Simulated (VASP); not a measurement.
Input:

```
AlCr2
1.0
   -1.45906     1.45906     4.27858
    1.45906    -1.45906     4.27858
    1.45906     1.45906    -4.27858
Al Cr
1 2
Direct
  0.00000   0.00000   0.00000
  0.31515   0.31515   0.00000
  0.68485   0.68485   0.00000
```

Level of theory: PBEsol GGA, VASP's PBE PAW potentials (set 64) (plane waves; VASP). Run with 400 eV cut-off, Gaussian smearing of 0.050 eV, potentials Al Cr_pv.

Problem. Give the energies of bands 7 to 16 at the high-symmetry points, in eV from the Fermi level.

Solution. 
| band | Γ | X | P | N | M | S | R |
|---|---|---|---|---|---|---|---|
| 7 | -9.62 | -4.20 | -4.07 | -5.75 | -8.20 | -5.95 | -4.22 |
| 8 | -4.03 | -3.24 | -3.43 | -5.05 | -6.45 | -4.65 | -3.42 |
| 9 | -3.45 | -3.22 | -2.93 | -3.33 | -3.66 | -3.52 | -3.25 |
| 10 | -2.28 | -2.52 | -2.93 | -2.76 | -2.65 | -2.32 | -2.45 |
| 11 | -0.73 | -1.34 | -1.26 | -1.60 | -0.69 | -2.02 | -1.36 |
| 12 | -0.03 | -0.72 | -1.26 | -1.56 | -0.35 | -1.58 | -0.92 |
| 13 | -0.03 | -0.65 | -0.35 | -1.03 | -0.35 | -1.51 | -0.66 |
| 14 | 0.16 | -0.45 | 0.96 | 0.82 | 0.75 | 0.79 | -0.53 |
| 15 | 0.16 | 1.21 | 0.96 | 1.35 | 0.84 | 1.53 | 1.21 |
| 16 | 0.28 | 1.63 | 1.21 | 1.70 | 0.84 | 1.82 | 1.69 |

It has no gap at this level: it comes out as a metal or semimetal.

The structure comes from a computed database's AlCr2 entry (I4/mmm); how it stands against other phases isn't given here. It was relaxed first. The run is not spin-polarised, so no magnetic state was tried. The electron count is odd and the run is not spin-polarised, which forces a metal.
